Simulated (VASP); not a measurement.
All values below come from PBEsol GGA, VASP's PBE PAW potentials (set 64) (plane waves; VASP 6.6.1).

VASP ran on this input.

**INCAR**
```
! general
SYSTEM   =  Zn2SeS
PREC     =  Accurate
ENCUT    =  400
LREAL    =  .FALSE.
LASPH    =  .TRUE.

! electronic loop
EDIFF    =  1E-6
NELM     =  100
ALGO     =  Normal
LMAXMIX  =  4

! smearing
ISMEAR   =  0
SIGMA    =  0.05

! functional
GGA      =  PS

! ions
IBRION   =  2
NSW      =  60
ISIF     =  3
EDIFFG   =  -0.02

! output
LWAVE    =  .FALSE.
LCHARG   =  .FALSE.
```

### KPOINTS
```
Automatic mesh
0
Gamma
6 6 6
0 0 0
```

**POSCAR**
```
Zn2SeS
1
    1.9410946153     1.1206914120     6.3372981509
   -1.9410946153     1.1206914120     6.3372981509
    0.0000000000    -2.2413828240     6.3372981509
Zn Se S
2 1 1
Direct
  0.0037887475   0.0037887475   0.0037887475
  0.4963576074   0.4963576074   0.4963576074
  0.6244555037   0.6244555037   0.6244555037
  0.1253721415   0.1253721415   0.1253721415
```

POTCAR, in this order: Zn Se S (PBE.64 set). Program: vasp_std.

Q: Predict the energy per atom (σ→0), volume per atom, band gap (on the k-mesh).

A: 
The energy per atom (σ→0) is -3.576 eV/atom and the band gap (on the k-mesh) is 1.42 eV. The volume per atom is 20.78 Å³/atom.

### OSZICAR
```
...
DAV:   1    -0.143119167557E+02   -0.94573E-02   -0.15012E-01  1624   0.687E+00    0.709E-01
DAV:   2    -0.143039383732E+02    0.79784E-02   -0.37464E-02  1600   0.440E+00    0.268E-01
DAV:   3    -0.143030276594E+02    0.91071E-03   -0.19507E-03  1534   0.342E-01    0.134E-01
DAV:   4    -0.143027378721E+02    0.28979E-03   -0.27258E-04  1636   0.200E-01    0.547E-02
DAV:   5    -0.143027090102E+02    0.28862E-04   -0.55808E-05  1906   0.208E-01    0.141E-02
DAV:   6    -0.143027091410E+02   -0.13079E-06   -0.24353E-05  1762   0.856E-02    0.580E-03
DAV:   7    -0.143027092843E+02   -0.14326E-06   -0.31085E-06  1206   0.295E-02
   2 F= -.14302709E+02 E0= -.14302709E+02  d E =-.249693E-03
```

The structure comes from a computed database's Zn2SeS entry (R3m); how it stands against other phases isn't given here. This run relaxes it. Symmetry was kept, so distortions that lower it aren't found. The start is the result of an earlier pass.
